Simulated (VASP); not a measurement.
Output of a VASP run:

**OUTCAR**
```
 ion  position               nearest neighbor table
   1  0.000  0.000  0.000-   2 3.45   2 3.45   2 3.45   2 3.45
   2  0.250  0.250  0.250-   1 3.45   1 3.45   1 3.45   1 3.45
  LATTYP: Found a face centered cubic cell.
 ALAT       =     7.9674340000
 Subroutine PRICEL returns:
 Original cell was already a primitive cell.
 Subroutine GETGRP returns: Found 24 space group operations
The static configuration has the point symmetry T_d .
The dynamic configuration has the point symmetry T_d .
 Subroutine INISYM returns: Found 24 space group operations
 Subroutine IBZKPT returns following result:
 Found     20 irreducible k-points:

 Following reciprocal coordinates:
            Coordinates               Weight
  0.000000  0.000000  0.000000      1.000000
  0.142857  0.000000  0.000000      8.000000
  0.285714  0.000000  0.000000      8.000000
  0.428571  0.000000  0.000000      8.000000
  0.142857  0.142857  0.000000      6.000000
  0.285714  0.142857  0.000000     24.000000
  0.428571  0.142857  0.000000     24.000000
 -0.428571  0.142857  0.000000     24.000000
 -0.285714  0.142857  0.000000     24.000000
 -0.142857  0.142857  0.000000     12.000000
  0.285714  0.285714  0.000000      6.000000
  0.428571  0.285714  0.000000     24.000000
 -0.428571  0.285714  0.000000     24.000000
 -0.285714  0.285714  0.000000     12.000000
  0.428571  0.428571  0.000000      6.000000
 -0.428571  0.428571  0.000000     12.000000
  0.428571  0.285714  0.142857     24.000000
 -0.428571  0.285714  0.142857     48.000000
 -0.428571  0.428571  0.142857     24.000000
 -0.285714  0.428571  0.142857     24.000000
   k-points           NKPTS =     20   k-points in BZ     NKDIM =     20   number of bands    NBANDS=     12
   number of dos      NEDOS =    301   number of ions     NIONS =      2
   total plane-waves  NPLWV =  64000
   dimension x,y,z NGX =    40 NGY =   40 NGZ =   40
   dimension x,y,z NGXF=    80 NGYF=   80 NGZF=   80
   ions per type =               1   1
   PREC   = accura    normal or accurate (medium, high low for compatibility)
   ISTART =      0    job   : 0-new  1-cont  2-samecut
   ICHARG =      2    charge: 1-file 2-atom 10-const
   ISPIN  =      1    spin polarized calculation?
   LNONCOLLINEAR =      F non collinear calculations
   LSORBIT =      F    spin-orbit coupling
   INIWAV =      1    electr: 0-lowe 1-rand  2-diag
   ENCUT  =  400.0 eV  29.40 Ry    5.42 a.u.   9.19  9.19  9.19*2*pi/ulx,y,z
   NELM   =    100;   NELMIN=  2; NELMDL= -5     # of ELM steps
   EDIFF  = 0.1E-05   stopping-criterion for ELM
   LREAL  =      F    real-space projection
   NLSPLINE    = F    spline interpolate recip. space projectors
   LMAXMIX     =    6 max onsite mixed and CHGCAR
   VOSKOWN=      0    Vosko Wilk Nusair interpolation
   EDIFFG = -.1E-01   stopping-criterion for IOM
   NSW    =     60    number of steps for IOM
   NBLOCK =      1;   KBLOCK =     60    inner block; outer block
   IBRION =      2    ionic relax: 0-MD 1-quasi-New 2-CG
   NFREE  =      1    steps in history (QN), initial steepest desc. (CG)
   ISIF   =      3    stress and relaxation
   ISYM   =      2    0-nonsym 1-usesym 2-fastsym
   TEIN   =    0.0    initial temperature
   TEBEG  =    0.0;   TEEND  =   0.0 temperature during run
   SMASS  =  -3.00    Nose mass-parameter (am)
   PSTRESS=    0.0 pullay stress
   NELECT =      17.0000    total number of electrons
   EFERMI =   0.00;   METHOD = LEGACY
   ISMEAR =     1;   SIGMA  =   0.10  broadening in eV -4-tet -1-fermi 0-gaus
   IALGO  =     38    algorithm
   LDIAG  =      T    sub-space diagonalisation (order eigenvalues)
   IMIX   =      4    mixing-type and parameters
     AMIX     =   0.40;   BMIX     =  1.00
     AMIX_MAG =   1.60;   BMIX_MAG =  1.00
     AMIN     =   0.10
   GGA     = PS    functional components
   VOSKOWN =     0    Vosko Wilk Nusair interpolation
   LHFCALC =     F    Hartree Fock is set to
   LHFONE  =     F    Hartree Fock one center treatment
...
```

### OSZICAR
```
...
DAV:  21    -0.986286254794E+01    0.53011E-05    0.53480E-05   472   0.784E-03    0.525E-03
DAV:  22    -0.986285828454E+01    0.42634E-05    0.44867E-05   480   0.451E-03    0.452E-03
DAV:  23    -0.986285821085E+01    0.73692E-07   -0.13509E-05   792   0.435E-02    0.562E-03
DAV:  24    -0.986285654924E+01    0.16616E-05    0.21337E-05   472   0.964E-03    0.556E-03
DAV:  25    -0.986285418930E+01    0.23599E-05    0.26348E-05   476   0.644E-03    0.714E-03
DAV:  26    -0.986285274980E+01    0.14395E-05    0.20742E-05   468   0.704E-03    0.748E-03
DAV:  27    -0.986285120310E+01    0.15467E-05    0.18640E-05   472   0.627E-03    0.823E-03
DAV:  28    -0.986284993137E+01    0.12717E-05    0.16011E-05   476   0.433E-03    0.862E-03
DAV:  29    -0.986284861907E+01    0.13123E-05    0.13716E-05   480   0.606E-03    0.905E-03
DAV:  30    -0.986284664911E+01    0.19700E-05    0.11920E-05   476   0.523E-03    0.960E-03
DAV:  31    -0.986284466793E+01    0.19812E-05    0.10523E-05   480   0.581E-03    0.942E-03
DAV:  32    -0.986284390641E+01    0.76152E-06    0.10060E-05   468   0.474E-03    0.941E-03
DAV:  33    -0.986284384602E+01    0.60395E-07    0.92109E-06   480   0.628E-03
   1 F= -.98628438E+01 E0= -.98675019E+01  d E =-.986284E+01
       N       E                     dE             d eps       ncg     rms          rms(c)
DAV:   1    -0.231426519389E+02   -0.13280E+02   -0.38192E+02   560   0.237E+02    0.188E+01
DAV:   2    -0.136829299079E+02    0.94597E+01   -0.22522E+01   800   0.790E+01    0.926E+00
DAV:   3    -0.105846986823E+02    0.30982E+01   -0.16116E+01   740   0.336E+01    0.465E+00
DAV:   4    -0.107041587956E+02   -0.11946E+00   -0.24259E+00   860   0.222E+01    0.313E+00
DAV:   5    -0.107202339599E+02   -0.16075E-01   -0.15726E-01   828   0.321E+00    0.213E+00
DAV:   6    -0.107440608752E+02   -0.23827E-01   -0.10563E-01   940   0.231E+00    0.339E-01
DAV:   7    -0.107442779744E+02   -0.21710E-03   -0.16255E-02   660   0.789E-01    0.254E-01
DAV:   8    -0.107440592984E+02    0.21868E-03   -0.25991E-03   940   0.633E-01    0.181E-01
DAV:   9    -0.107440999322E+02   -0.40634E-04   -0.50963E-04   760   0.173E-01    0.506E-02
DAV:  10    -0.107441098253E+02   -0.98931E-05   -0.22410E-04   936   0.100E-01    0.219E-02
DAV:  11    -0.107441155327E+02   -0.57074E-05   -0.57400E-05   680   0.831E-02    0.105E-02
DAV:  12    -0.107441157210E+02   -0.18832E-06   -0.16998E-05   900   0.432E-02    0.396E-03
DAV:  13    -0.107441154546E+02    0.26641E-06   -0.71926E-07   460   0.111E-02
   2 F= -.10744115E+02 E0= -.10743462E+02  d E =-.881272E+00
       N       E                     dE             d eps       ncg     rms          rms(c)
DAV:   1    -0.108618732169E+02   -0.11776E+00   -0.25712E+00   636   0.161E+01    0.178E+00
DAV:   2    -0.107629328045E+02    0.98940E-01   -0.78473E-01   800   0.112E+01    0.463E-01
DAV:   3    -0.107559713790E+02    0.69614E-02   -0.39191E-02   716   0.154E+00    0.183E-01
DAV:   4    -0.107544399971E+02    0.15314E-02   -0.15494E-02   808   0.634E-01    0.148E-01
DAV:   5    -0.107544217142E+02    0.18283E-04   -0.98702E-04   656   0.189E-01    0.856E-02
DAV:   6    -0.107544046233E+02    0.17091E-04   -0.67081E-04   920   0.220E-01    0.245E-02
DAV:   7    -0.107544150239E+02   -0.10401E-04   -0.41129E-05   792   0.439E-02    0.137E-02
DAV:   8    -0.107544196066E+02   -0.45826E-05   -0.36499E-05   748   0.542E-02    0.458E-03
DAV:   9    -0.107544199825E+02   -0.37591E-06   -0.56557E-06   768   0.179E-02
   3 F= -.10754420E+02 E0= -.10753809E+02  d E =-.891576E+00
```

OUTCAR:
```
------------------------ aborting loop because EDIFF is reached ----------------------------------------
  FORCE on cell =-STRESS in cart. coord.  units (eV):
  Direction    XX          YY          ZZ          XY          YZ          ZX
  --------------------------------------------------------------------------------------
  Total       -0.0068341     -0.0068341     -0.0068341      0.0000000      0.0000000      0.0000000
  in kB       -0.1208378     -0.1208378     -0.1208378      0.0000000      0.0000000      0.0000000
  external PRESSURE =      -0.1208378 kB  Pullay stress =       0.0000000 kB
  volume of cell :       90.61
      direct lattice vectors                 reciprocal lattice vectors
    -0.000000000  3.564948482  3.564948482    -0.140254481  0.140254481  0.140254481
     3.564948482 -0.000000000  3.564948482     0.140254481 -0.140254481  0.140254481
     3.564948482  3.564948482 -0.000000000     0.140254481  0.140254481 -0.140254481
 POSITION                                       TOTAL-FORCE (eV/Angst)
 -----------------------------------------------------------------------------------
      0.00000      0.00000      0.00000         0.000000     -0.000000     -0.000000
      1.78247      1.78247      1.78247         0.000000      0.000000      0.000000
 -----------------------------------------------------------------------------------
    total drift:                               -0.000000     -0.000000      0.000000
  FREE ENERGIE OF THE ION-ELECTRON SYSTEM (eV)
  ---------------------------------------------------
  free  energy   TOTEN  =       -10.7544199825 eV

  energy  without entropy=      -10.7525864971  energy(sigma->0) =      -10.75380882

 reached required accuracy - stopping structural energy minimisation
```
(Selected blocks of OUTCAR.)

**POSCAR**
```
LaTe
1
    0.0000000000     3.9837170000     3.9837170000
    3.9837170000     0.0000000000     3.9837170000
    3.9837170000     3.9837170000     0.0000000000
La Te
1 1
Direct
  0.0000000000   0.0000000000   0.0000000000
  0.2500000000   0.2500000000   0.2500000000
```

Q: Write an INCAR and KPOINTS that could have produced this output.

A: This is not unique; one that fits is the input of the run itself, PBEsol GGA, plane waves, VASP's PBE PAW potentials (set 64).

### INCAR
```
SYSTEM = LaTe
PREC = Accurate
ENCUT = 400
EDIFF = 1E-6
NELM = 100
ALGO = Normal
LREAL = .FALSE.
LASPH = .TRUE.
ISMEAR = 1
SIGMA = 0.1
GGA = PS
LMAXMIX = 6
LWAVE = .FALSE.
LCHARG = .FALSE.
IBRION = 2
ISIF = 3
NSW = 60
EDIFFG = -0.01
```

KPOINTS:
```
Automatic mesh
0
Gamma
7 7 7
0 0 0
```

POTCAR, in this order: La Te (PBE.64 set). Program: vasp_std.

Energy and stress use the plane-wave basis of the starting cell.

The structure was generated: LaTe was put into the zinc blende type (F-43m), which need not be its known phase. This run relaxes it. Symmetry was kept, so distortions that lower it aren't found. The electron count is odd and the run is not spin-polarised, which forces a metal. VASP warned that the highest band is occupied, so more bands are needed.
